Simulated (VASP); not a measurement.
Computed with r2SCAN meta-GGA, VASP's PBE PAW potentials (set 64) (plane waves; VASP).

A VASP calculation is set up with these files.

### POSCAR
```
Tc
1.0
  1.3663218689  -2.3665392869   0.0000000000
  1.3663218689   2.3665392869   0.0000000000
  0.0000000000   0.0000000000   4.3855211597
Tc
2
Cartesian
  1.3663218689   0.7888480067   1.0963802899
  1.3663218689  -0.7888480067   3.2891408698
```

KPOINTS:
```
Automatic
0
G
14 14 8
```

### INCAR
```
ALGO = Normal
EDIFF = 1E-7
EDIFFG = -0.01
ENCUT = 480
IBRION = 2
ISIF = 3
ISMEAR = 1
LASPH = .True.
LCHARG = .False.
LMAXMIX = 4
LMIXTAU = .True.
LREAL = .False.
LWAVE = .False.
METAGGA = R2SCAN
NELM = 100
NSW = 40
PREC = Accurate
PSTRESS = 20
SIGMA = 0.1
SYSTEM = Tc
```

POTCAR, in this order: Tc_pv (PBE.64 set). Program: vasp_std.

**Question.** What will the output report for the number of irreducible k-points (NKPTS), number of bands (NBANDS), largest plane-wave count, number of space-group operations, FFT grid (NGX, NGY, NGZ)?

**Answer.** 
| Item | Result |
|---|---|
| number of irreducible k-points (NKPTS) | 120 |
| number of bands (NBANDS) | 17 |
| largest plane-wave count | 695 |
| number of space-group operations | 24 |
| FFT grid (NGX, NGY, NGZ) | 20 × 20 × 32 |

The compound is Tc in the hcp structure. This run relaxes it under an external pressure of 2 GPa. Symmetry was kept, so distortions that lower it aren't found.
